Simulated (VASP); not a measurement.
Given:

```
CELL_PARAMETERS angstrom
     -1.45299     1.45299     1.45299
      1.45299    -1.45299     1.45299
      1.45299     1.45299    -1.45299
ATOMIC_POSITIONS crystal
  Fe 0.00000 0.00000 0.00000
```

Computed with PBE GGA, VASP's PBE PAW potentials (set 64) (plane waves; VASP). Run with 300 eV cut-off, 13×13×13 Γ-centred mesh, Fermi-Dirac smearing of 0.10 eV, potentials Fe.

At this cut-off the stress carries a Pulay error, which pulls relaxed volumes low. The run has a spin-polarised start.

Task: Give the stress tensor in GPa (positive for a compressed cell).

Result: 
```
-11.16    0.00    0.00
  0.00  -11.16    0.00
  0.00    0.00  -11.16
```
The pressure is its mean diagonal, -11.16 GPa.

The structure comes from a computed database's Fe entry; how it stands against other phases isn't given here. The cell was not relaxed at this level.
